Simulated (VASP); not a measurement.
An input for Quantum ESPRESSO's pw.x (written as the equivalent of a VASP run, and not itself run):

```
&CONTROL
  calculation = 'vc-relax'
  pseudo_dir = './pseudo'
  outdir = './out'
  tprnfor = .true.
  tstress = .true.
  nstep = 30
  forc_conv_thr = 0.00039
/
&SYSTEM
  ibrav = 0
  nat = 2
  ntyp = 1
  ecutwfc = 72
  occupations = 'smearing'
  smearing = 'methfessel-paxton'
  degauss = 0.00735
  input_dft = 'pbesol'
/
&ELECTRONS
  conv_thr = 7.3e-09
  electron_maxstep = 100
/
&IONS
/
&CELL
  cell_dofree = 'shape'
/
ATOMIC_SPECIES
  Sn 118.710 Sn.upf
CELL_PARAMETERS angstrom
    -2.9423781    2.9423781    1.5955363
     2.9423781   -2.9423781    1.5955363
     2.9423781    2.9423781   -1.5955363
ATOMIC_POSITIONS crystal
  Sn   0.2500000  0.7500000  0.5000000
  Sn   0.0000000  0.0000000  0.0000000
K_POINTS automatic
  13 13 13 0 0 0
```

Question: Write the VASP files for the same calculation (PBEsol).

Answer: One answer among several that fit: 
File KPOINTS:
```
Automatic mesh
0
Gamma
13 13 13
0 0 0
```

**POSCAR**
```
Sn
1
   -2.9423780577     2.9423780577     1.5955363227
    2.9423780577    -2.9423780577     1.5955363227
    2.9423780577     2.9423780577    -1.5955363227
Sn
2
Direct
  0.2500000000   0.7500000000   0.5000000000
  0.0000000000   0.0000000000   0.0000000000
```

### INCAR
```
! general
SYSTEM  = Sn
PREC    = Accurate
ENCUT   = 520   ! plane-wave cut-off (eV)
LREAL   = .False.
LASPH   = .True.   ! aspherical one-centre terms

! electronic loop
EDIFF   = 1E-7   ! SCF stop (eV)
NELM    = 100   ! most electronic steps
ALGO    = Normal   ! blocked Davidson
LMAXMIX = 4   ! l cut-off of mixed one-centre charges

! smearing
ISMEAR  = 1   ! Methfessel-Paxton
SIGMA   = 0.1

! functional
GGA     = PS   ! PBEsol

! ions
IBRION  = 2   ! conjugate gradients
NSW     = 30   ! most ionic steps
ISIF    = 4
EDIFFG  = -0.01   ! ionic stop

! output
LWAVE   = .False.
LCHARG  = .False.
```

POTCAR, in this order: Sn_d (PBE.64 set). Program: vasp_std.

The two are equivalent in intent, not identical: the potentials are each code's own (VASP's PAW set, PseudoDojo norm-conserving files in pw.x), so ENCUT and ecutwfc are chosen apart and not converted; conv_thr bounds pw.x's estimated SCF error, while EDIFF bounds the energy change between steps; forc_conv_thr acts on force components and is met together with etot_conv_thr.

The compound is Sn in the beta structure. This cell is one point of a volume scan, at 1.03 of the reference volume. Symmetry was kept, so distortions that lower it aren't found.
